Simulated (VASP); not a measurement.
A convergence study with VASP on LiH (rock salt): one setting is varied, all else stays as given below, so the limit is that of these other settings. Each run relaxes cell and ions from the cell shown.

```yaml
crystal:
  lattice:
    - [0.00000, 2.04000, 2.04000]
    - [2.04000, 0.00000, 2.04000]
    - [2.04000, 2.04000, 0.00000]
  atoms:
    - { symbol: Li, position: [0.00000, 0.00000, 0.00000] }
    - { symbol: H, position: [0.50000, 0.50000, 0.50000] }
```

Level of theory: PBE GGA, VASP's PBE PAW potentials (set 64) (plane waves; VASP). The tightest run used: 700 eV cut-off, 15×15×15 Γ-centred mesh, Gaussian smearing of 0.050 eV, potentials Li_sv H.

Gaps are read on the run's mesh, which can miss a band edge.

```tsv
setting	relaxed volume (Å³/atom)	E (eV/atom)	gap on the mesh (eV)	irreducible k-points
2×2×2 mesh	9.680	-2.7388	2.902	3
3×3×3 mesh	7.910	-3.0824	6.153	4
4×4×4 mesh	8.055	-3.0569	2.970	8
```

Task: These are the cheaper rows. Estimate the results at 15×15×15 mesh, and how far the last row shown lies from them.

Result: 
```tsv
quantity	tightest run	last row shown is off by
relaxed volume (Å³/atom)	7.991	0.064
E (eV/atom)	-3.0641	0.0072
gap on the mesh (eV)	3.081	-0.111
```

Left out are rungs that failed or repeat a setting and relaxations that didn't move; long series are thinned to 24 rows.

The compound is LiH in the rock salt structure.
